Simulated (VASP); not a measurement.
Input:

```xyz
2
Lattice="0.0000 2.6801 2.6801 2.6801 0.0000 2.6801 2.6801 2.6801 0.0000" Properties=species:S:1:pos:R:3 pbc="T T T"
Zn     0.0000     0.0000     0.0000
S      4.0201     4.0201     4.0201
```

The numbers are results of PBEsol GGA, VASP's PBE PAW potentials (set 64) (plane waves; VASP), not measurements. Numerical set-up: 480 eV cut-off, 8×8×8 Γ-centred mesh, Gaussian smearing of 0.050 eV, potentials Zn S.

### Question
What does the run give for the energy per atom (σ→0), band gap (on the k-mesh) with the smallest direct gap where there is one?

### Answer

The band gap (on the k-mesh) comes out as 2.08 eV, the smallest direct gap (on the k-mesh) is 2.08 eV and the energy per atom (σ→0) comes out as -3.794 eV/atom.

The compound is ZnS in the zinc blende structure. It was relaxed first. The start is the result of an earlier pass.
